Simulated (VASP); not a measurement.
Input:

```yaml
crystal:
  lattice:
    - [4.03293, 0.00000, 0.00000]
    - [-2.01646, 3.49262, 0.00000]
    - [0.00000, 0.00000, 15.16810]
  atoms:
    - { symbol: Ga, position: [0.66667, 0.33333, 0.50000] }
    - { symbol: As, position: [0.33333, 0.66667, 0.50000] }
```

All values below come from r2SCAN meta-GGA, VASP's PBE PAW potentials (set 64) (plane waves; VASP). Settings: 400 eV cut-off, 9×9×1 Γ-centred mesh, tetrahedra with Blöchl corrections, potentials Ga_d As.

The cell holds a wide vacuum, so values per volume refer to the whole cell.

Question: Estimate the energy per atom (σ→0), band gap (over mesh and band path) with the smallest direct gap where there is one.

Answer: 
- band gap (over mesh and band path) = 0.69 eV
- smallest direct gap (over mesh and band path) = 1.56 eV
- energy per atom (σ→0) = -13.003 eV/atom

Only differences to runs with the same potentials and settings are physical.

The cell is a sheet with vacuum, built from a generated structure.
